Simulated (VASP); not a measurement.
Here is the system:

```
CuO
1.0
    2.91409     0.00000     0.00000
   -1.45705     2.52368     0.00000
    0.00000     0.00000     5.02715
Cu O
2 2
Direct
  0.00000   0.00000   0.00000
  0.00000   0.00000   0.50000
  0.33333   0.66667   0.25000
  0.66667   0.33333   0.75000
```

All values below come from PBEsol GGA, VASP's PBE PAW potentials (set 64) (plane waves; VASP). Settings: 520 eV cut-off, 11×11×6 Γ-centred mesh, first-order Methfessel-Paxton smearing of 0.10 eV, potentials Cu O.

Task: Estimate the energy per atom (σ→0), band gap (on the k-mesh) with the smallest direct gap where there is one.

Result: 
* **band gap (on the k-mesh)**: none (metal, semimetal or under 0.01 eV)
* **energy per atom (σ→0)**: -5.174 eV/atom

The structure was generated: CuO was put into the NiAs type (P6_3/mmc), which need not be its known phase. It was relaxed first, which changed the volume by +34 %. The start is the result of an earlier pass.
